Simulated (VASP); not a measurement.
All values below come from LDA (Ceperley-Alder, Perdew-Zunger), VASP's LDA PAW potentials (set 64) (plane waves; VASP).

VASP ran on this input.

### INCAR
```
ALGO=Normal
EDIFF=1E-7
ENCUT=520
ISIF=2
ISMEAR=-5
LASPH=.True.
LCHARG=.True.
LEFG=.True.
LMAXMIX=4
LORBIT=11
LREAL=.False.
LWAVE=.False.
NEDOS=601
NELM=100
PREC=Accurate
SYSTEM=ZrO2
```

File POSCAR:
```
ZrO2
1
    0.0000000000     2.5161928677     2.5161928677
    2.5161928677     0.0000000000     2.5161928677
    2.5161928677     2.5161928677     0.0000000000
Zr O
1 2
Direct
  0.0000000000   0.0000000000   0.0000000000
  0.2500000000   0.2500000000   0.2500000000
  0.7500000000   0.7500000000   0.7500000000
```

File KPOINTS:
```
Automatic mesh
0
Gamma
9 9 9
0 0 0
```

POTCAR, in this order: Zr_sv O (LDA.64 set). Program: vasp_std.

What does the run give for the energy per atom (σ→0)?

| Item | Value |
|---|---|
| energy per atom (σ→0) | -10.456 eV/atom |

File OSZICAR:
```
...
DAV:   8    -0.313679030736E+02    0.59505E-01   -0.17087E-01  1448   0.418E+00    0.418E-01
DAV:   9    -0.313670095396E+02    0.89353E-03   -0.16093E-02  1520   0.931E-01    0.328E-01
DAV:  10    -0.313670142949E+02   -0.47553E-05   -0.40976E-03  1384   0.643E-01    0.140E-01
DAV:  11    -0.313670111289E+02    0.31660E-05   -0.12397E-03  1392   0.301E-01    0.116E-01
DAV:  12    -0.313669589505E+02    0.52178E-04   -0.25681E-04  1392   0.124E-01    0.450E-03
DAV:  13    -0.313669592792E+02   -0.32863E-06   -0.55917E-06  1256   0.215E-02    0.232E-03
DAV:  14    -0.313669592481E+02    0.31055E-07   -0.67693E-07  1408   0.556E-03
   1 F= -.31366959E+02 E0= -.31366959E+02  d E =0.000000E+00
```

The compound is ZrO2 in the fluorite structure, the high-temperature cubic form, which is unstable at 0 K; the monoclinic form is the stable one. It was relaxed first.
